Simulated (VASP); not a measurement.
C:

```
C
1.0
     2.46100    0.00000    0.00000
    -1.23050    2.13129    0.00000
     0.00000    0.00000    6.17136
C
4
Direct
  0.00000 0.00000 0.25000
  0.33333 0.66667 0.25000
  0.00000 0.00000 0.75000
  0.66667 0.33333 0.75000
```

The cell was built by a generator and needn't be a form met in nature.

Base run:

* Program: VASP 6.6.1
* Functional: optB86b-vdW
* Potentials or basis: VASP PAW PBE potentials, release 64 (C)
* Cutoff: 520 eV
* k mesh: 16 × 16 × 4
* Occupations: fermi-dirac, width 0.05 eV
* Spin: no spin polarisation

Its results: band gap on the k mesh 0.27 eV, direct; pressure 3.6 GPa.

Problem. After a change of settings the same cell gave: band gap on the k mesh 0.26 eV, direct; pressure 1.5 GPa. Which change was it?
A. functional from optB86b-vdW to PBEsol
B. functional from optB86b-vdW to optB88-vdW
C. functional from optB86b-vdW to SCAN; further incar settings from ALGO = Fast; EDIFF = 1e-06 to ALGO = Normal; EDIFF = 1e-06
D. functional from optB86b-vdW to r2SCAN; further incar settings from ALGO = Fast; EDIFF = 1e-06 to ALGO = Normal; EDIFF = 1e-06

Solution. A.

Caveats: the PAW data sets were made with another functional, which shifts forces and pressure a little; this functional lacks dispersion, which binds the layers, so the pressure and a relaxed spacing across them are unreliable (some runs).

Runs at the PBE level aren't shown here.
